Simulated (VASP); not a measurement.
# ReBi (Fm-3m) in VASP: a series of runs

The runs below take ReBi through single point, with r2SCAN.

Everything below comes from runs of VASP 6.6.1. Logs are shortened: lines on timing, memory, paths and dates and some standing lists are left out, and cuts for length are marked.

**1. The structure**

It takes space group Fm-3m (No. 225, cubic). Conventional cell: a = 5.590 Å, b = 5.590 Å, c = 5.590 Å, α = 90.00°, β = 90.00°, γ = 90.00°. Around Re (site symmetry m-3m) lie 6 Bi at 2.79 Å. Around Bi (site symmetry m-3m) lie 6 Re at 2.79 Å.

The cell comes from a database or a generator and needn't be the stable form of this composition.

**2. Single point, r2SCAN**

Input file POSCAR:

```
ReBi
1.0
    0.0000000000      2.7949147254      2.7949147254
    2.7949147254      0.0000000000      2.7949147254
    2.7949147254      2.7949147254      0.0000000000
Re Bi
1 1
Direct
    0.5000000000      0.5000000000      0.5000000000
    0.0000000000      0.0000000000      0.0000000000
```

Input file INCAR.step1:

```
PREC     = Accurate       # precision mode
ENCUT    = 520            # plane-wave cutoff, eV
ISMEAR   = 0              # smearing method
SIGMA    = 0.05           # smearing width, eV
LREAL    = F              # projectors in reciprocal space
LASPH    = T              # aspherical terms in the spheres
NELM     = 80             # most SCF steps
NBANDS   = 18             # bands
GGA      = PE             # functional
ALGO     = Normal         # electronic algorithm
EDIFF    = 1E-4           # SCF threshold, eV
LWAVE    = T              # write WAVECAR
LCHARG   = F              # write CHGCAR
```

Input file INCAR.step2:

```
PREC     = Accurate       # precision mode
ENCUT    = 520            # plane-wave cutoff, eV
EDIFF    = 1E-7           # SCF threshold, eV
ISMEAR   = 0              # smearing method
SIGMA    = 0.05           # smearing width, eV
LREAL    = F              # projectors in reciprocal space
LASPH    = T              # aspherical terms in the spheres
NELM     = 80             # most SCF steps
ALGO     = Normal         # electronic algorithm
ISIF     = 2              # what is computed and relaxed
LWAVE    = F              # write WAVECAR
LCHARG   = F              # write CHGCAR
METAGGA  = R2SCAN         # meta-GGA
LMIXTAU  = T            
NBANDS   = 18             # bands
ISTART   = 1
```

Input file KPOINTS:

```
regular mesh
0
Gamma
  10 10 10
```

Potentials or basis: VASP PAW PBE potentials, release 64 (Re, Bi_d).

Run with:

```sh
$ cat potpaw_PBE.64/Re/POTCAR potpaw_PBE.64/Bi_d/POTCAR > POTCAR
$ cp INCAR.step1 INCAR
$ mpirun -np 1 vasp_std > vasp.out
$ cp INCAR.step2 INCAR
$ mpirun -np 1 vasp_std > vasp.out
```

OUTCAR:

```text
PREC = Accurate
   ENCUT = 520
   EDIFF = 1E-7
   ISMEAR = 0
   LREAL = F
   LASPH = T
   NELM = 80
   ISIF = 2
   METAGGA = R2SCAN
   ISTART = 1

 ion  position               nearest neighbor table
   1  0.500  0.500  0.500-   2 2.79   2 2.79   2 2.79   2 2.79   2 2.79   2 2.79
   2  0.000  0.000  0.000-   1 2.79   1 2.79   1 2.79   1 2.79   1 2.79   1 2.79

  LATTYP: Found a face centered cubic cell.
 ALAT       =     5.5898294508

  Lattice vectors:

 A1 = (   0.0000000000,   2.7949147254,   2.7949147254)
 A2 = (   2.7949147254,   0.0000000000,   2.7949147254)
 A3 = (   2.7949147254,   2.7949147254,   0.0000000000)

Analysis of symmetry for initial positions (statically):
=====================================================================
 Subroutine PRICEL returns:
 Original cell was already a primitive cell.

 Routine SETGRP: Setting up the symmetry group for a
 face centered cubic supercell.

 Subroutine GETGRP returns: Found 48 space group operations
 (whereof 48 operations were pure point group operations)
 out of a pool of 48 trial point group operations.

The static configuration has the point symmetry O_h .

Analysis of symmetry for dynamics (positions and initial velocities):
=====================================================================
 Subroutine PRICEL returns:
 Original cell was already a primitive cell.

 Routine SETGRP: Setting up the symmetry group for a
 face centered cubic supercell.

 Subroutine GETGRP returns: Found 48 space group operations
 (whereof 48 operations were pure point group operations)
 out of a pool of 48 trial point group operations.

The dynamic configuration has the point symmetry O_h .

 Subroutine INISYM returns: Found 48 space group operations
 (whereof 48 operations are pure point group operations),
 and found     1 'primitive' translations

----------------------------------------------------------------------------------------

                                     Primitive cell

  volume of cell :      43.6652

  direct lattice vectors                    reciprocal lattice vectors
     0.000000000  2.794914725  2.794914725    -0.178896335  0.178896335  0.178896335
     2.794914725  0.000000000  2.794914725     0.178896335 -0.178896335  0.178896335
     2.794914725  2.794914725  0.000000000     0.178896335  0.178896335 -0.178896335

  length of vectors
     3.952606310  3.952606310  3.952606310     0.309857541  0.309857541  0.309857541

  position of ions in fractional coordinates (direct lattice)
     0.500000000  0.500000000  0.500000000
     0.000000000  0.000000000  0.000000000

  ion indices of the primitive-cell ions
   primitive index   ion index
                 1           1
                 2           2

----------------------------------------------------------------------------------------

 KPOINTS: regular mesh

Automatic generation of k-mesh.
 Grid dimensions read from file:
 generate k-points for:   10   10   10

 Generating k-lattice:

  Cartesian coordinates                     Fractional coordinates (reciprocal lattice)
    -0.017889633  0.017889633  0.017889633     0.100000000  0.000000000  0.000000000
     0.017889633 -0.017889633  0.017889633     0.000000000  0.100000000  0.000000000
     0.017889633  0.017889633 -0.017889633     0.000000000  0.000000000  0.100000000

  Length of vectors
     0.030985754  0.030985754  0.030985754

  Shift w.r.t. Gamma in fractional coordinates (k-lattice)
     0.000000000  0.000000000  0.000000000

 Subroutine IBZKPT returns following result:
 ===========================================

 Found     47 irreducible k-points:

 Following reciprocal coordinates:
            Coordinates               Weight
  0.000000  0.000000  0.000000      1.000000
  0.100000  0.000000  0.000000      8.000000
  0.200000  0.000000  0.000000      8.000000
  0.300000  0.000000  0.000000      8.000000
  0.400000  0.000000  0.000000      8.000000
  0.500000  0.000000  0.000000      4.000000
[... 16 lines left out ...]
  0.300000  0.300000  0.000000      6.000000
  0.400000  0.300000  0.000000     24.000000
 [... further k-points ...]
   k-points           NKPTS =     47   k-points in BZ     NKDIM =     47   number of bands    NBANDS=     18
   number of dos      NEDOS =    301   number of ions     NIONS =      2
   total plane-waves  NPLWV =  27000
   dimension x,y,z NGX =    30 NGY =   30 NGZ =   30
   dimension x,y,z NGXF=    60 NGYF=   60 NGZF=   60
   ions per type =               1   1
   NGX,Y,Z   is equivalent  to a cutoff of  12.62, 12.62, 12.62 a.u.
   NGXF,Y,Z  is equivalent  to a cutoff of  25.24, 25.24, 25.24 a.u.
 SYSTEM =  unknown system
   PREC   = accura    normal or accurate (medium, high low for compatibility)
   ISTART =      1    job   : 0-new  1-cont  2-samecut
   ICHARG =      0    charge: 1-file 2-atom 10-const
   ISPIN  =      1    spin polarized calculation?
   LNONCOLLINEAR =      F non collinear calculations
   LSORBIT =      F    spin-orbit coupling
   LASPH  =      T    aspherical Exc in radial PAW
   ENCUT  =  520.0 eV  38.22 Ry    6.18 a.u.   7.35  7.35  7.35*2*pi/ulx,y,z
   NELM   =     80;   NELMIN=  2; NELMDL=  0     # of ELM steps
   EDIFF  = 0.1E-06   stopping-criterion for ELM
   LREAL  =      F    real-space projection
   EDIFFG = 0.1E-05   stopping-criterion for IOM
   NSW    =      0    number of steps for IOM
   IBRION =     -1    ionic relax: 0-MD 1-quasi-New 2-CG
   NFREE  =      0    steps in history (QN), initial steepest desc. (CG)
   ISIF   =      2    stress and relaxation
   ISYM   =      2    0-nonsym 1-usesym 2-fastsym
   POTIM  = 0.5000    time-step for ionic-motion
   TEBEG  =    0.0;   TEEND  =   0.0 temperature during run
   PSTRESS=    0.0 pullay stress
   NELECT =      22.0000    total number of electrons
   NUPDOWN=      -1.0000    fix difference up-down
   EMIN   =  10.00;   EMAX   =-10.00  energy-range for DOS
   EFERMI =   0.00;   METHOD = LEGACY
   ISMEAR =     0;   SIGMA  =   0.05  broadening in eV -4-tet -1-fermi 0-gaus
   EFERMI_NEDOS =   21; number of points for ismear=-14 and -15
   IALGO  =     38    algorithm
   IMIX   =      4    mixing-type and parameters
     AMIX     =   0.40;   BMIX     =  1.00
     AMIX_MAG =   1.60;   BMIX_MAG =  1.00
  volume/ion in A,a.u.               =      21.83       147.33
  Fermi-wavevector in a.u.,A,eV,Ry     =   1.302678  2.461705 23.088687  1.696971
  Thomas-Fermi vector in A             =   2.433730
   LORBIT       =      0    0 simple, 1 ext, 2 COOP (PROOUT), +10 PAW based schemes
   METAGGA = R2SCAN    functional components
   LHFCALC =     F    Hartree Fock is set to
   AEXX    =    0.0000 exact exchange contribution
   IVDW    =     0    specifies the selected vdW correction
   LEPSILON=     F    determine dielectric tensor
   LRPA    =     F    only Hartree local field effects (RPA)
 non-spin polarized calculation
 Gauss-broadening in eV      SIGMA  =   0.05
  energy-cutoff  :      520.00
  volume of cell :       43.67
 maximum number of plane-waves:      1243
 NGX is ok and might be reduce to    30
   NGX = 15   NGY = 15   NGZ = 15

 number of electron      22.0000007 magnetization

 Free energy of the ion-electron system (eV)
  ---------------------------------------------------
  ext. energy  EPLUGINS =         0.00000000
  ---------------------------------------------------
  free energy    TOTEN  =      -107.25635391 eV

  energy without entropy =     -107.25018750  energy(sigma->0) =     -107.25327070

 E-fermi :   8.1872     XC(G=0): -12.6237

 val. band max:        8.1760996160   @ k =   0.4000   0.1000   0.0000
 cond. band min:       8.1990776461   @ k =   0.5000   0.2000   0.0000
 fundamental gap:      0.0229780301
 Fermi energy:         8.1872112045

 k-point     1 :       0.0000    0.0000    0.0000
  band No.  band energies     occupation
      1     -15.4603      2.00000
      2     -15.4603      2.00000
      3     -15.3490      2.00000
      4     -15.3490      2.00000
      5     -15.3490      2.00000
      6      -5.7507      2.00000
[... 10 lines left out ...]
     17      19.6223      0.00000
     18      19.6223      0.00000

 k-point     2 :       0.1000    0.0000    0.0000
  band No.  band energies     occupation
      1     -15.4550      2.00000
      2     -15.4550      2.00000
      3     -15.3470      2.00000
      4     -15.3448      2.00000
      5     -15.3448      2.00000
      6      -5.5990      2.00000
[... 10 lines left out ...]
     17      18.6327      0.00000
     18      19.1188      0.00000

 k-point     3 :       0.2000    0.0000    0.0000
  band No.  band energies     occupation
      1     -15.4417      2.00000
      2     -15.4417      2.00000
      3     -15.3419      2.00000
      4     -15.3333      2.00000
      5     -15.3333      2.00000
      6      -5.1585      2.00000
[... 10 lines left out ...]
     17      18.0421      0.00000
     18      18.0916      0.00000

 k-point     4 :       0.3000    0.0000    0.0000
  band No.  band energies     occupation
      1     -15.4262      2.00000
      2     -15.4262      2.00000
      3     -15.3356      2.00000
      4     -15.3182      2.00000
      5     -15.3182      2.00000
      6      -4.4859      2.00000
[... 10 lines left out ...]
     17      16.8810      0.00000
     18      18.5813      0.00000

 k-point     5 :       0.4000    0.0000    0.0000
  band No.  band energies     occupation
      1     -15.4144      2.00000
      2     -15.4144      2.00000
      3     -15.3305      2.00000
      4     -15.3050      2.00000
      5     -15.3050      2.00000
      6      -3.7444      2.00000
[... 10 lines left out ...]
     17      15.9083      0.00000
     18      19.0144      0.00000

 k-point     6 :       0.5000    0.0000    0.0000
  band No.  band energies     occupation
      1     -15.4101      2.00000
      2     -15.4101      2.00000
      3     -15.3286      2.00000
      4     -15.2998      2.00000
      5     -15.2998      2.00000
      6      -3.3640      2.00000
[... 307 lines left out ...]
 k-point    21 :      -0.3000    0.2000    0.0000
  band No.  band energies     occupation
      1     -15.4364      2.00000
      2     -15.4051      2.00000
      3     -15.3240      2.00000
      4     -15.3090      2.00000
      5     -15.3072      2.00000
      6      -3.7436      2.00000
[... 10 lines left out ...]
     17      17.4554      0.00000
     18      19.2503      0.00000

 k-point    22 :      -0.2000    0.2000    0.0000
  band No.  band energies     occupation
      1     -15.4398      2.00000
      2     -15.4134      2.00000
      3     -15.3338      2.00000
      4     -15.3201      2.00000
      5     -15.3111      2.00000
      6      -4.3257      2.00000
[... 10 lines left out ...]
     17      16.9397      0.00000
     18      18.6346      0.00000

 k-point    23 :       0.3000    0.3000    0.0000
  band No.  band energies     occupation
      1     -15.4396      2.00000
      2     -15.4384      2.00000
      3     -15.3676      2.00000
      4     -15.2969      2.00000
      5     -15.2969      2.00000
      6      -4.3309      2.00000
[... 10 lines left out ...]
     17      19.8806      0.00000
     18      19.8806      0.00000

 k-point    24 :       0.4000    0.3000    0.0000
  band No.  band energies     occupation
      1     -15.4460      2.00000
      2     -15.4307      2.00000
      3     -15.3665      2.00000
      4     -15.2889      2.00000
      5     -15.2874      2.00000
      6      -3.9652      2.00000
[... 10 lines left out ...]
     17      19.9896      0.00000
     18      20.1905      0.00000

 [... further k-points ...]

------------------------ aborting loop because EDIFF is reached ----------------------------------------

  FORCE on cell =-STRESS in cart. coord.  units (eV):
  Direction    XX          YY          ZZ          XY          YZ          ZX
  --------------------------------------------------------------------------------------
  -------------------------------------------------------------------------------------
  Total        0.0826146      0.0826146      0.0826146      0.0000000      0.0000000      0.0000000
  in kB        3.0313210      3.0313210      3.0313210      0.0000000      0.0000000      0.0000000
  external PRESSURE =       3.0313210 kB  Pullay stress =       0.0000000 kB

 VOLUME and BASIS-vectors are now :
 -----------------------------------------------------------------------------
  energy-cutoff  :      520.00
  volume of cell :       43.67
      direct lattice vectors                 reciprocal lattice vectors
     0.000000000  2.794914725  2.794914725    -0.178896335  0.178896335  0.178896335
     2.794914725  0.000000000  2.794914725     0.178896335 -0.178896335  0.178896335
     2.794914725  2.794914725  0.000000000     0.178896335  0.178896335 -0.178896335

 POSITION                                       TOTAL-FORCE (eV/Angst)
 -----------------------------------------------------------------------------------
      2.79491      2.79491      2.79491        -0.000000      0.000000      0.000000
      0.00000      0.00000      0.00000         0.000000     -0.000000     -0.000000
 -----------------------------------------------------------------------------------
    total drift:                               -0.000000      0.000000      0.000000

  FREE ENERGIE OF THE ION-ELECTRON SYSTEM (eV)
  ---------------------------------------------------
  free  energy   TOTEN  =      -107.2563539123 eV

  energy  without entropy=     -107.2501874951  energy(sigma->0) =     -107.25327070
```

Run time: 1.7 min. Hardware: 1 thread of AMD EPYC 9R45 (Zen 5), shared host; peak memory 0.16 GiB.

What came out:

```
Free energy            : -107.2564 eV
Pressure               : 0.3 GPa
Band gap on the k mesh : none (metal or under the smearing width)
```

Caveat: the PAW data sets were made with another functional, which shifts forces and pressure a little; spin-orbit coupling is left out, which moves the levels of the heavy elements.

(Part 1 of 2 ends here.)
